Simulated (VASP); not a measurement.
K16SeCl15 (a cell with a defect), 32 atoms in the cell. The cell holds a defect, 32 atoms: a = 10.859 Å, b = 10.859 Å, c = 10.859 Å, α = 60.00°, β = 60.00°, γ = 60.00°. 

| Property | Result |
| --- | --- |
| Program | VASP 6.6.1 |
| Task | single point |
| Functional | PBE |
| Potentials or basis | VASP PAW PBE potentials, release 64 (K_sv, Se, Cl) |
| Cutoff | 520 eV |
| k mesh | 2 × 2 × 2 |
| Occupations | fermi-dirac, width 0.01 eV |
| Spin | no spin polarisation |
| Dipole correction | no |
| Charge | -1 |
| Further INCAR settings | LREAL = Auto; ALGO = Fast; EDIFF = 1e-07; NBANDS = 150; NELECT = 256.0 |

Potentials or basis: VASP PAW PBE potentials, release 64 (K_sv, Se, Cl).

The run is started by

```sh
$ cat potpaw_PBE.64/K_sv/POTCAR potpaw_PBE.64/Se/POTCAR potpaw_PBE.64/Cl/POTCAR > POTCAR
$ mpirun -np 1 vasp_std > vasp.out
```

Hardware: 1 thread of Intel(R) Xeon(R) 6975P-C (Granite Rapids), with other jobs on the host.

How long does it take, and how much memory?

Wall time 17 min on 1 thread of Intel(R) Xeon(R) 6975P-C (Granite Rapids) (shared host), peak memory 1.3 GiB. Counts: scf iterations 27, k points 3.
